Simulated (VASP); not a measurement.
Energy against volume of Ru (hcp). Calculation: SCAN meta-GGA, VASP's PBE PAW potentials (set 64) (plane waves; VASP 6.6.1). Settings: 520 eV cut-off, 15×15×9 Γ-centred mesh, first-order Methfessel-Paxton smearing of 0.10 eV, potentials Ru_pv.

Shape and ions are relaxed at each volume.

```
V (Å³/atom)  E (eV/atom)
-----------  -----------
12.976         -34.81775
13.377         -34.83017
13.778         -34.81570
14.180         -34.77886
```

Question: Fit these four points and predict the energy of the run at 12.574 Å³/atom.

Answer: A cubic in V^(−2/3), the third-order Birch-Murnaghan form, passes through the four points with V0 = 13.35 Å³/atom and B0 = 361 GPa, and gives -34.7728 eV/atom there. The run gave -34.7736 eV/atom, -0.8 meV/atom from the fit; all five points give B0 = 358 GPa.

The compound is Ru in the hcp structure. It was relaxed first.
